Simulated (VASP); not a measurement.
The input files of a VASP run:

**INCAR**
```
SYSTEM = HfO2
PREC = Accurate
ENCUT = 520
EDIFF = 1E-6
NELM = 60
ALGO = VeryFast
LREAL = .FALSE.
LASPH = .TRUE.
ISMEAR = 0
SIGMA = 0.05
GGA = PE
LMAXMIX = 6
LWAVE = .FALSE.
LCHARG = .FALSE.
ISIF = 2
NELMDL = -1
```

File KPOINTS:
```
Automatic mesh
0
Gamma
7 7 7
0 0 0
```

**POSCAR**
```
HfO2
1
    0.0000000000     2.5400000000     2.5400000000
    2.5400000000     0.0000000000     2.5400000000
    2.5400000000     2.5400000000     0.0000000000
Hf O
1 2
Direct
  0.0000000000   0.0000000000   0.0000000000
  0.2500000000   0.2500000000   0.2500000000
  0.7500000000   0.7500000000   0.7500000000
```

POTCAR, in this order: Hf_pv O (PBE.64 set). Program: vasp_std.

Output of the run:

standard output:
```
...
RMM:  21     0.127110419789E+04   -0.99378E+00   -0.91882E+00  1200   0.687E+01    0.106E+02
RMM:  22     0.127045406124E+04   -0.65014E+00   -0.68795E+00  1200   0.662E+01    0.112E+02
RMM:  23     0.126985139742E+04   -0.60266E+00   -0.56601E+00  1200   0.643E+01    0.122E+02
RMM:  24     0.126949460083E+04   -0.35680E+00   -0.40490E+00  1200   0.623E+01    0.124E+02
RMM:  25     0.126912934205E+04   -0.36526E+00   -0.35701E+00  1200   0.607E+01    0.129E+02
RMM:  26     0.126876051555E+04   -0.36883E+00   -0.36702E+00  1200   0.592E+01    0.132E+02
RMM:  27     0.126873244182E+04   -0.28074E-01   -0.22783E+00  1200   0.578E+01    0.130E+02
RMM:  28     0.126859912765E+04   -0.13331E+00   -0.27085E+00  1192   0.564E+01    0.131E+02
RMM:  29     0.126867505222E+04    0.75925E-01   -0.96884E-01  1187   0.553E+01    0.124E+02
RMM:  30     0.126843817000E+04   -0.23688E+00   -0.27481E+00  1199   0.540E+01    0.124E+02
RMM:  31     0.126828959251E+04   -0.14858E+00   -0.16387E+00  1199   0.529E+01    0.123E+02
RMM:  32     0.126800030569E+04   -0.28929E+00   -0.26011E+00  1200   0.517E+01    0.128E+02
RMM:  33     0.126777179706E+04   -0.22851E+00   -0.23049E+00  1200   0.506E+01    0.129E+02
RMM:  34     0.126756818298E+04   -0.20361E+00   -0.21473E+00  1200   0.497E+01    0.131E+02
RMM:  35     0.126733483008E+04   -0.23335E+00   -0.23145E+00  1200   0.488E+01    0.134E+02
RMM:  36     0.126714803172E+04   -0.18680E+00   -0.19426E+00  1200   0.479E+01    0.135E+02
RMM:  37     0.126692844630E+04   -0.21959E+00   -0.21848E+00  1200   0.471E+01    0.138E+02
RMM:  38     0.126673954679E+04   -0.18890E+00   -0.18929E+00  1200   0.463E+01    0.139E+02
RMM:  39     0.126655219820E+04   -0.18735E+00   -0.20298E+00  1200   0.456E+01    0.141E+02
RMM:  40     0.126637000368E+04   -0.18219E+00   -0.18994E+00  1200   0.448E+01    0.142E+02
RMM:  41     0.126620025207E+04   -0.16975E+00   -0.18349E+00  1200   0.442E+01    0.143E+02
RMM:  42     0.126601354599E+04   -0.18671E+00   -0.19100E+00  1200   0.435E+01    0.145E+02
RMM:  43     0.126582977443E+04   -0.18377E+00   -0.18146E+00  1200   0.429E+01    0.147E+02
RMM:  44     0.126564743651E+04   -0.18234E+00   -0.17930E+00  1200   0.423E+01    0.149E+02
RMM:  45     0.126551670943E+04   -0.13073E+00   -0.15931E+00  1200   0.417E+01    0.150E+02
RMM:  46     0.126542569358E+04   -0.91016E-01   -0.15794E+00  1196   0.412E+01    0.148E+02
RMM:  47     0.126568515268E+04    0.25946E+00   -0.27329E-01  1183   0.410E+01    0.145E+02
RMM:  48     0.126563196161E+04   -0.53191E-01   -0.11474E+00  1190   0.403E+01    0.140E+02
RMM:  49     0.126562334490E+04   -0.86167E-02   -0.72800E-01  1195   0.398E+01    0.139E+02
RMM:  50     0.126554605652E+04   -0.77288E-01   -0.14969E+00  1193   0.392E+01    0.129E+02
RMM:  51     0.126535818018E+04   -0.18788E+00   -0.16252E+00  1186   0.387E+01    0.128E+02
RMM:  52     0.126547139271E+04    0.11321E+00   -0.38602E-01  1182   0.386E+01    0.123E+02
RMM:  53     0.126544812647E+04   -0.23266E-01   -0.68834E-01  1185   0.380E+01    0.125E+02
RMM:  54     0.126527362788E+04   -0.17450E+00   -0.16768E+00  1192   0.374E+01    0.127E+02
RMM:  55     0.126530544281E+04    0.31815E-01   -0.27280E-01  1192   0.370E+01    0.120E+02
RMM:  56     0.126527371209E+04   -0.31731E-01   -0.10556E+00  1184   0.367E+01    0.108E+02
RMM:  57     0.126550895631E+04    0.23524E+00    0.62893E-01  1166   0.366E+01    0.816E+01
RMM:  58     0.126545638136E+04   -0.52575E-01   -0.26327E-01  1169   0.362E+01    0.644E+01
RMM:  59     0.126537886514E+04   -0.77516E-01   -0.34510E-01  1179   0.358E+01    0.529E+01
RMM:  60     0.126531625579E+04   -0.62609E-01   -0.50665E-01  1184   0.353E+01

 -----------------------------------------------------------------------------
|                                                                             |
|           W    W    AA    RRRRR   N    N  II  N    N   GGGG   !!!           |
|           W    W   A  A   R    R  NN   N  II  NN   N  G    G  !!!           |
|           W    W  A    A  R    R  N N  N  II  N N  N  G       !!!           |
|           W WW W  AAAAAA  RRRRR   N  N N  II  N  N N  G  GGG   !            |
|           WW  WW  A    A  R   R   N   NN  II  N   NN  G    G                |
|           W    W  A    A  R    R  N    N  II  N    N   GGGG   !!!           |
|                                                                             |
|     The electronic self-consistency was not achieved in the given           |
|     number of steps (NELM). The forces and other quantities evaluated       |
|     might not be reliable so examine the results carefully. If you find     |
|     spurious results, we suggest increasing NELM, if you were close to      |
|     convergence or switching to a different ALGO or adjusting the           |
|     density mixing parameters otherwise.                                    |
|                                                                             |
 -----------------------------------------------------------------------------

   1 F= 0.12653163E+04 E0= 0.12653180E+04  d E =-.351787E-02
```

**OUTCAR**
```
------------------------ aborting loop EDIFF was not reached (unconverged)  ----------------------------
  FORCE on cell =-STRESS in cart. coord.  units (eV):
  Direction    XX          YY          ZZ          XY          YZ          ZX
  --------------------------------------------------------------------------------------
  Total      578.6108456    578.6108456    578.6108456      0.0000000     -0.0000000      0.0000000
  in kB    28285.6398120  28285.6398120  28285.6398120      0.0000000     -0.0000000      0.0000000
  external PRESSURE =   28285.6398120 kB  Pullay stress =       0.0000000 kB
  volume of cell :       32.77
      direct lattice vectors                 reciprocal lattice vectors
     0.000000000  2.540000000  2.540000000    -0.196850394  0.196850394  0.196850394
     2.540000000  0.000000000  2.540000000     0.196850394 -0.196850394  0.196850394
     2.540000000  2.540000000  0.000000000     0.196850394  0.196850394 -0.196850394
 POSITION                                       TOTAL-FORCE (eV/Angst)
 -----------------------------------------------------------------------------------
      0.00000      0.00000      0.00000        -0.000000     -0.000000     -0.000000
      1.27000      1.27000      1.27000        -0.000000     -0.000000     -0.000000
      3.81000      3.81000      3.81000         0.000000      0.000000      0.000000
 -----------------------------------------------------------------------------------
    total drift:                               -0.000000      0.000000      0.000000
  FREE ENERGIE OF THE ION-ELECTRON SYSTEM (eV)
  ---------------------------------------------------
  free  energy   TOTEN  =      1265.3162557865 eV

  energy  without entropy=     1265.3197736520  energy(sigma->0) =     1265.31801472
```
(Selected blocks of OUTCAR.)

Problem. From input and log, find the fault in this run and mend it.

Solution. The cause: ALGO = VeryFast starts from random orbitals with almost no delay (NELMDL = -1). Convergence was not reached. Against the sound run, the energy per atom (σ→0) increases by 431.855 eV/atom; the pressure rises by 2829.68 GPa; the band gap drops by 3.96 eV. To mend it, set ALGO = Normal, remove NELMDL.

The mended run (PBE GGA, plane waves, VASP's PBE PAW potentials (set 64)) converges, and its OSZICAR ends with
```
   1 F= -.30247943E+02 E0= -.30247943E+02  d E =-.463258E-19
```

The compound is HfO2 in the fluorite structure, the high-temperature cubic form, which is unstable at 0 K; the monoclinic form is the stable one. The cell was not relaxed at this level.
